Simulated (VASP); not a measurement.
# LaMg (Pm-3m) in VASP: notebook, part 2 of 2

VASP 6.6.1.

### 3 Relaxation of cell and atoms, LDA

Contents of INCAR:

```
SYSTEM = LaMg
ALGO = Fast ; EDIFF = 1E-6
EDIFFG = -0.005 ; ENCUT = 600
IBRION = 2 ; ISIF = 3
ISMEAR = 0 ; LASPH = .TRUE.
LCHARG = .FALSE. ; LREAL = .FALSE.
LWAVE = .FALSE. ; NELM = 100
NSW = 70 ; PREC = Accurate
SIGMA = 0.1
```

Contents of KPOINTS:

```
k-points
0
G
  10 10 10
  0 0 0
```

Contents of POSCAR:

```
LaMg
1.0
    3.9650000000      0.0000000000      0.0000000000
    0.0000000000      3.9650000000      0.0000000000
    0.0000000000      0.0000000000      3.9650000000
La Mg
1 1
Direct
    0.5000000000      0.5000000000      0.5000000000
    0.0000000000      0.0000000000      0.0000000000
```

Potentials or basis: VASP PAW LDA potentials, release 64 (La, Mg).

Run with:

```
> cat potpaw_LDA.64/La/POTCAR potpaw_LDA.64/Mg/POTCAR > POTCAR
> mpirun -np 1 vasp_std > vasp.out
```

OUTCAR:

```text
SYSTEM = LaMg
   EDIFF = 1E-6
   EDIFFG = -0.005
   ENCUT = 600
   IBRION = 2
   ISIF = 3
   ISMEAR = 0
   LASPH = .TRUE.
   LREAL = .FALSE.
   NELM = 100
   NSW = 70
   PREC = Accurate

 ion  position               nearest neighbor table
   1  0.500  0.500  0.500-   2 3.43   2 3.43   2 3.43   2 3.43   2 3.43   2 3.43   2 3.43   2 3.43

   2  0.000  0.000  0.000-   1 3.43   1 3.43   1 3.43   1 3.43   1 3.43   1 3.43   1 3.43   1 3.43

  LATTYP: Found a simple cubic cell.
 ALAT       =     3.9650000000

  Lattice vectors:

 A1 = (   3.9650000000,   0.0000000000,   0.0000000000)
 A2 = (   0.0000000000,   3.9650000000,   0.0000000000)
 A3 = (   0.0000000000,   0.0000000000,   3.9650000000)

Analysis of symmetry for initial positions (statically):
=====================================================================
 Subroutine PRICEL returns:
 Original cell was already a primitive cell.

 Routine SETGRP: Setting up the symmetry group for a
 simple cubic supercell.

 Subroutine GETGRP returns: Found 48 space group operations
 (whereof 48 operations were pure point group operations)
 out of a pool of 48 trial point group operations.

The static configuration has the point symmetry O_h .

Analysis of symmetry for dynamics (positions and initial velocities):
=====================================================================
 Subroutine PRICEL returns:
 Original cell was already a primitive cell.

 Routine SETGRP: Setting up the symmetry group for a
 simple cubic supercell.

 Subroutine GETGRP returns: Found 48 space group operations
 (whereof 48 operations were pure point group operations)
 out of a pool of 48 trial point group operations.

The dynamic configuration has the point symmetry O_h .

 Subroutine INISYM returns: Found 48 space group operations
 (whereof 48 operations are pure point group operations),
 and found     1 'primitive' translations

[... 130 lines left out ...]
  volume of cell :       62.33
 maximum number of plane-waves:      2103
 NGX is ok and might be reduce to    32
   NGX = 15   NGY = 15   NGZ = 15

--------------------------------------- Ionic step        1  -------------------------------------------

 number of electron      12.9999999 magnetization

 Free energy of the ion-electron system (eV)
  ---------------------------------------------------
  ext. energy  EPLUGINS =         0.00000000
  ---------------------------------------------------
  free energy    TOTEN  =        -7.57004498 eV

  energy without entropy =       -7.56153649  energy(sigma->0) =       -7.56579073

------------------------ aborting loop because EDIFF is reached ----------------------------------------

  FORCE on cell =-STRESS in cart. coord.  units (eV):
  Direction    XX          YY          ZZ          XY          YZ          ZX
  --------------------------------------------------------------------------------------
  -------------------------------------------------------------------------------------
  Total       -1.2024069     -1.2024069     -1.2024069      0.0000000      0.0000000     -0.0000000
  in kB      -30.9052642    -30.9052642    -30.9052642      0.0000000      0.0000000     -0.0000000
  external PRESSURE =     -30.9052642 kB  Pullay stress =       0.0000000 kB
[... 59 lines left out ...]
--------------------------------------- Ionic step        3  -------------------------------------------

 number of electron      12.9999999 magnetization

 Free energy of the ion-electron system (eV)
  ---------------------------------------------------
  ext. energy  EPLUGINS =         0.00000000
  ---------------------------------------------------
  free energy    TOTEN  =        -7.62478659 eV

  energy without entropy =       -7.61877381  energy(sigma->0) =       -7.62178020

 E-fermi :   5.9723     XC(G=0):  -9.5571

 val. band max:        5.9337124451   @ k =   0.2000   0.2000   0.1000
 cond. band min:       5.9943164082   @ k =   0.4000   0.0000   0.0000
 fundamental gap:      0.0606039631
 Fermi energy:         5.9723159646

 k-point     1 :       0.0000    0.0000    0.0000
  band No.  band energies     occupation
      1     -26.6586      2.00000
      2     -10.1265      2.00000
      3     -10.1265      2.00000
      4     -10.1265      2.00000
      5       1.0433      2.00000
      6       5.2687      2.00000
      7       5.2687      2.00000
      8       7.6314      0.00000
      9       7.6315      0.00000
     10       7.6407      0.00000
[... 287 lines left out ...]
 k-point    24 :       0.3000    0.1000    0.1000
  band No.  band energies     occupation
      1     -26.6156      2.00000
      2     -10.5598      2.00000
      3     -10.1478      2.00000
      4     -10.1393      2.00000
      5       2.4738      2.00000
      6       5.3961      2.00000
      7       5.8787      1.81458
      8       7.0900      0.00000
      9       7.2735      0.00000
     10       7.5692      0.00000

 [... further k-points ...]
[... 5 lines left out ...]
  --------------------------------------------------------------------------------------
  -------------------------------------------------------------------------------------
  Total        0.0011246      0.0011246      0.0011246      0.0000000     -0.0000000      0.0000000
  in kB        0.0316110      0.0316110      0.0316110      0.0000000     -0.0000000      0.0000000
  external PRESSURE =       0.0316110 kB  Pullay stress =       0.0000000 kB
[... 17 lines left out ...]
  FREE ENERGIE OF THE ION-ELECTRON SYSTEM (eV)
  ---------------------------------------------------
  free  energy   TOTEN  =        -7.6247865947 eV

  energy  without entropy=       -7.6187738078  energy(sigma->0) =       -7.62178020

 reached required accuracy - stopping structural energy minimisation
```

Run time: 94 s. Hardware: 1 thread of Intel Xeon Platinum 8375C at 2.90GHz (Ice Lake), shared host; peak memory 0.22 GiB.

What came out:

* Free energy: -7.6248 eV
* Relaxed volume: 28.50 Å³/atom
* Relaxed cell: a = 3.849 Å, b = 3.849 Å, c = 3.849 Å, α = 90.00°, β = 90.00°, γ = 90.00°
* Space group after relaxing (to 0.05 Å): Pm-3m (No. 221)
* Energy gained by relaxing: 27.4 meV/atom
* Ionic steps: 3
* Pressure after relaxing: 0.0 GPa
* Band gap on the k mesh: none (metal or under the smearing width)

The path:
| step | energy change (eV) | largest force (eV/Å) | pressure (GPa) | volume (Å³) |
| --- | --- | --- | --- | --- |
| 1 | 0.0000 | 0.0000 | -3.09 | 62.33 |
| 2 | -0.0547 | 0.0000 | -0.05 | 57.07 |
| 3 | -0.0547 | 0.0000 | 0.00 | 57.00 |

Final structure:
```xyz
2
Lattice="3.8485 0.0000 0.0000 0.0000 3.8485 0.0000 0.0000 0.0000 3.8485" Properties=species:S:1:pos:R:3 pbc="T T T"
La    1.9243    1.9243    1.9243
Mg    0.0000    0.0000    0.0000
```
